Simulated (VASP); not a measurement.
Runs of VASP 6.6.1 on CBr. Symmetry: Fm-3m, No. 225, cubic system. The conventional cell has a = 5.850 Å, b = 5.850 Å, c = 5.850 Å, α = 90.00°, β = 90.00°, γ = 90.00°. Around C (site symmetry m-3m) lie 6 Br at 2.92 Å. Br (site symmetry m-3m) is surrounded by 6 C at 2.92 Å. The cell was built by a generator and needn't be a form met in nature.

```tsv
task	level	cell	k mesh	mesh quality	gap on the mesh (eV)	pressure (GPa)
single point	PBE	as given	5 × 5 × 5	coarse	none	-10.6
single point	PBE	as given	10 × 10 × 10	not flagged	none	-10.4
relaxation of the atoms	PBE	atoms relaxed	10 × 10 × 10	not flagged	none	-10.4
single point	RPBE	as given	5 × 5 × 5	coarse	none	(a)
```

Alike in all rows: potentials or basis VASP PAW PBE potentials, release 64 (C, Br); no spin polarisation; cutoff (eV) 520; smearing gaussian 0.0124 eV.

Problem. Estimate the missing entries.

Solution. (a) -8.7.

Caveats: some runs use coarse meshes; an odd number of electrons without spin polarisation forces a metal; a magnetic or distorted state may lie lower; the relaxation stopped at its first step, so nothing moved (some runs); the PAW data sets were made with another functional, which shifts forces and pressure a little (some runs).

A k mesh can miss the band edges, and the runs leave out spin-orbit coupling on Br.

A gap of «none» marks a metal or a gap under the smearing width.
